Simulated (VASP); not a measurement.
These are PBE GGA, VASP's PBE PAW potentials (set 64) (plane waves; VASP) values and carry that method's errors.

The input files of a VASP run:

POSCAR:
```
CoSi2
1
   -0.0000000000     2.6786970382     2.6786970382
    2.6786970382    -0.0000000000     2.6786970382
    2.6786970382     2.6786970382    -0.0000000000
Co Si
1 2
Direct
  0.0000000000   0.0000000000   0.0000000000
  0.2500000000   0.2500000000   0.2500000000
  0.7500000000   0.7500000000   0.7500000000
```

File KPOINTS:
```
kpoints
0
gamma
  10 10 10
0 0 0
```

INCAR:
```
SYSTEM = CoSi2
PREC = Accurate
ENCUT = 480
EDIFF = 1E-7
NELM = 100
ALGO = Normal
LREAL = .FALSE.
LASPH = .TRUE.
ISMEAR = 1
SIGMA = 0.1
GGA = PE
LMAXMIX = 4
LWAVE = .FALSE.
LCHARG = .FALSE.
ISIF = 3
IBRION = 2
NSW = 40
EDIFFG = -0.01
PSTRESS = 10
```

POTCAR, in this order: Co Si (PBE.64 set). Program: vasp_std.

What will the output report for the number of irreducible k-points (NKPTS), number of bands (NBANDS), largest plane-wave count, number of space-group operations, FFT grid (NGX, NGY, NGZ)?

number of irreducible k-points (NKPTS): 47
number of bands (NBANDS): 12
largest plane-wave count: 941
number of space-group operations: 48
FFT grid (NGX, NGY, NGZ): 28 × 28 × 28

The compound is CoSi2 in the fluorite structure. This run relaxes it under an external pressure of 1 GPa. Symmetry was kept, so distortions that lower it aren't found. The run is not spin-polarised, so no magnetic state was tried. The electron count is odd and the run is not spin-polarised, which forces a metal.
